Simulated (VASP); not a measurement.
Consider the following.

```yaml
crystal:
  lattice:
    - [1.61708, -2.80087, 0.00000]
    - [1.61708, 2.80087, 0.00000]
    - [0.00000, 0.00000, 5.23374]
  atoms:
    - { symbol: Zn, position: [0.66667, 0.33333, 0.50185] }
    - { symbol: Zn, position: [0.33333, 0.66667, 0.00185] }
    - { symbol: O, position: [0.66667, 0.33333, 0.88015] }
    - { symbol: O, position: [0.33333, 0.66667, 0.38015] }
```

Method: optB88-vdW, VASP's PBE PAW potentials (set 64) (plane waves; VASP). Numerical set-up: 520 eV cut-off, 8×8×4 Γ-centred mesh, Gaussian smearing of 0.050 eV, potentials Zn O.

Question: Estimate the energy per atom (σ→0), pressure.

Answer: 
The energy per atom (σ→0) is -207.4 kJ/mol of atoms and the pressure comes out as 4.39 GPa.

Total energies compare only between runs with the same potentials, cut-off and functional.

The compound is ZnO in the wurtzite structure. This cell is one point of a volume scan, at 0.97 of the reference volume.
